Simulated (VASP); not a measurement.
These are PBE GGA, VASP's PBE PAW potentials (set 64) (plane waves; VASP) values and carry that method's errors.

Input for VASP

INCAR:
```
SYSTEM = Ca
PREC = Accurate; ENCUT = 500; LREAL = .FALSE.
LASPH = .TRUE.
EDIFF = 1E-6; NELM = 100; ALGO = Normal
ISMEAR = 1; SIGMA = 0.1
GGA = PE
IBRION = 2; NSW = 40; ISIF = 3
EDIFFG = -0.02
LWAVE = .FALSE.; LCHARG = .FALSE.
```

**POSCAR**
```
Ca
1
    0.0000000000     2.7626331733     2.7626331733
    2.7626331733     0.0000000000     2.7626331733
    2.7626331733     2.7626331733     0.0000000000
Ca
1
Direct
  0.0000000000   0.0000000000   0.0000000000
```

File KPOINTS:
```
kpoints
0
gamma
 11 11 11
0 0 0
```

POTCAR, in this order: Ca_sv (PBE.64 set). Program: vasp_std.

Task: Predict the energy per atom (σ→0), band gap (on the k-mesh).

Result: 
```
Property                                                    Result
------------------------  ----------------------------------------
energy per atom (σ→0)                               -1.930 eV/atom
band gap (on the k-mesh)  none (metal, semimetal or under 0.01 eV)
```

**OSZICAR**
```
...
DAV:   4    -0.193946590719E+01   -0.59413E-01   -0.59357E-01  1471   0.505E+00
DAV:   5    -0.194028400373E+01   -0.81810E-03   -0.81741E-03  1623   0.493E-01    0.219E+00
DAV:   6    -0.193244258648E+01    0.78414E-02   -0.12228E-02  1320   0.139E+00    0.134E+00
DAV:   7    -0.193024927835E+01    0.21933E-02   -0.17593E-02  1282   0.183E+00    0.104E-01
DAV:   8    -0.192980552857E+01    0.44375E-03   -0.22353E-03  1246   0.503E-01    0.198E-02
DAV:   9    -0.192981528259E+01   -0.97540E-05   -0.11176E-04  1528   0.878E-02    0.550E-03
DAV:  10    -0.192981615606E+01   -0.87348E-06   -0.59780E-06  1412   0.270E-02
   1 F= -.19298162E+01 E0= -.19296220E+01  d E =-.192982E+01
```

The compound is Ca in the fcc structure. It was relaxed first.
